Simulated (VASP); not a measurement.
Given:

```xyz
2
Lattice="4.0742 0.0000 0.0000 0.0000 4.0742 0.0000 0.0000 0.0000 4.0742" Properties=species:S:1:pos:R:3 pbc="T T T"
Cs     0.0000     0.0000     0.0000
Cl     2.0371     2.0371     2.0371
```

Calculation: PBEsol GGA, VASP's PBE PAW potentials (set 64) (plane waves; VASP). Settings: 400 eV cut-off, Gaussian smearing of 0.050 eV, potentials Cs_sv Cl.

Unless said otherwise, spin-orbit coupling is left out, though it shifts the bands of the heavy elements here.

Q: Give the energies of bands 3 to 11 at the high-symmetry points, in eV from the valence-band maximum.

A: 
| band | Γ | X | M | R |
|---|---|---|---|---|
| 3 | -5.77 | -6.35 | -6.65 | -6.36 |
| 4 | -5.77 | -5.61 | -6.65 | -6.36 |
| 5 | -5.77 | -5.61 | -5.50 | -6.36 |
| 6 | 0.00 | -1.29 | -0.44 | -1.23 |
| 7 | 0.00 | -0.28 | -0.44 | -1.23 |
| 8 | 0.00 | -0.28 | -0.08 | -1.23 |
| 9 | 5.21 | 6.32 | 5.83 | 8.57 |
| 10 | 5.22 | 7.66 | 5.90 | 8.57 |
| 11 | 5.22 | 8.93 | 7.93 | 8.57 |

The gap is direct, 5.21 eV, from the valence maximum at Γ to the conduction minimum at Γ.

The structure was generated: CsCl was put into the CsCl type type (Pm-3m), which need not be its known phase. It was relaxed first, which changed the volume by -26 %.
